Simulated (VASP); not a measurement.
Computed with r2SCAN meta-GGA, VASP's PBE PAW potentials (set 64) (plane waves; VASP).

The input files of a VASP run:

INCAR:
```
ALGO = Normal   ! blocked Davidson
ENCUT = 480
SIGMA = 0.05   ! width (eV)
LWAVE = .False.
IBRION = 2   ! conjugate gradients
PREC = Accurate
LREAL = .False.
NSW = 40
LCHARG = .False.
LASPH = .True.   ! aspherical one-centre terms
SYSTEM = ZnS
EDIFFG = -0.01   ! ionic stop
EDIFF = 1E-7   ! SCF stop (eV)
NELM = 100   ! most electronic steps
LMAXMIX = 4   ! l cut-off of mixed one-centre charges
ISMEAR = 0   ! Gaussian
ISIF = 3
PSTRESS = 300   ! kbar
LMIXTAU = .True.
METAGGA = R2SCAN
```

File POSCAR:
```
ZnS
1.0
  0.0000000000   2.4958760655   2.4958760655
  2.4958760655   0.0000000000   2.4958760655
  2.4958760655   2.4958760655   0.0000000000
Zn S
1 1
Cartesian
  0.0000000000   0.0000000000   0.0000000000
  1.2479380328   1.2479380328   1.2479380328
```

KPOINTS:
```
Automatic mesh
0
Gamma
8 8 8
0 0 0
```

POTCAR, in this order: Zn S (PBE.64 set). Program: vasp_std.

**Question.** What will the output report for the number of irreducible k-points (NKPTS), number of bands (NBANDS), largest plane-wave count, number of space-group operations, FFT grid (NGX, NGY, NGZ)?

**Answer.** 
| Property | Value |
|---|---|
| number of irreducible k-points (NKPTS) | 29 |
| number of bands (NBANDS) | 13 |
| largest plane-wave count | 754 |
| number of space-group operations | 24 |
| FFT grid (NGX, NGY, NGZ) | 28 × 28 × 28 |

The compound is ZnS in the zinc blende structure. It was relaxed first under an external pressure of 30 GPa.
